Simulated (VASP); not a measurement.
Zr3MoC:

```xyz
5
Lattice="4.9425 0.0000 0.0000 0.0000 4.9425 0.0000 0.0000 0.0000 4.9425" Properties=species:S:1:pos:R:3 pbc="T T T"
Zr    2.4713    0.0000    0.0000
Zr    0.0000    2.4713    0.0000
Zr    0.0000    0.0000    2.4713
Mo    0.0000    0.0000    0.0000
C     2.4713    2.4713    2.4713
```

The cell was built by a generator and needn't be a form met in nature.

* Program: VASP 6.6.1
* Task: relaxation of cell and atoms
* Functional: PBEsol
* Potentials or basis: VASP PAW PBE potentials, release 64 (Zr_sv, Mo_sv, C)
* Cutoff: 600 eV
* k mesh: 5 × 5 × 5
* Occupations: fermi-dirac, width 0.05 eV
* Spin: no spin polarisation

At the start: pressure -2.2 GPa; volume 24.15 Å³/atom.

How do energy, volume and symmetry change on relaxing?

Over 3 steps the energy falls by 4.7 meV/atom and the volume is 23.48 Å³/atom (-2.8 %); space group Pm-3m (No. 221, to 0.05 Å).

Step by step:
```tsv
step	energy change (eV)	largest force (eV/Å)	pressure (GPa)	volume (Å³)
1	0.0000	0.0000	-2.21	120.74
2	-0.0104	0.0000	1.77	115.01
3	-0.0235	0.0000	-0.01	117.41
```

Final structure:
```
Zr Mo C
1.0
     4.89669    0.00000    0.00000
     0.00000    4.89669    0.00000
     0.00000    0.00000    4.89669
Zr Mo C
3 1 1
Direct
  0.50000 0.00000 0.00000
  0.00000 0.50000 0.00000
  0.00000 0.00000 0.50000
  0.00000 0.00000 0.00000
  0.50000 0.50000 0.50000
```

Caveat: the PAW data sets were made with another functional, which shifts forces and pressure a little.
